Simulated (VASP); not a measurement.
These are PBE GGA, VASP's PBE PAW potentials (set 64) (plane waves; VASP 6.6.1) values and carry that method's errors.

A VASP calculation is set up with these files.

**INCAR**
```
ALGO=Normal
EDIFF=1E-7
ENCUT=480
GGA=PE
ISIF=2
ISMEAR=0
LASPH=.TRUE.
LCHARG=.FALSE.
LMAXMIX=4
LREAL=.FALSE.
LWAVE=.FALSE.
NELM=100
PREC=Accurate
SIGMA=0.05
SYSTEM=NaI
```

**POSCAR**
```
NaI
1
    0.0000000000     3.2566474709     3.2566474709
    3.2566474709     0.0000000000     3.2566474709
    3.2566474709     3.2566474709     0.0000000000
Na I
1 1
Direct
  0.0000000000   0.0000000000   0.0000000000
  0.5000000000   0.5000000000   0.5000000000
```

File KPOINTS:
```
Automatic mesh
0
Gamma
6 6 6
0 0 0
```

POTCAR, in this order: Na_pv I (PBE.64 set). Program: vasp_std.

Q: What will the output report for the number of irreducible k-points (NKPTS), number of bands (NBANDS), largest plane-wave count, number of space-group operations, FFT grid (NGX, NGY, NGZ)?

A: 
```yaml
number of irreducible k-points (NKPTS): 16
number of bands (NBANDS): 11
largest_plane_wave_count: 1676
number_of_space_group_operations: 48
FFT grid (NGX, NGY, NGZ): 36 × 36 × 36
```

The compound is NaI in the rock salt structure. It was relaxed first.
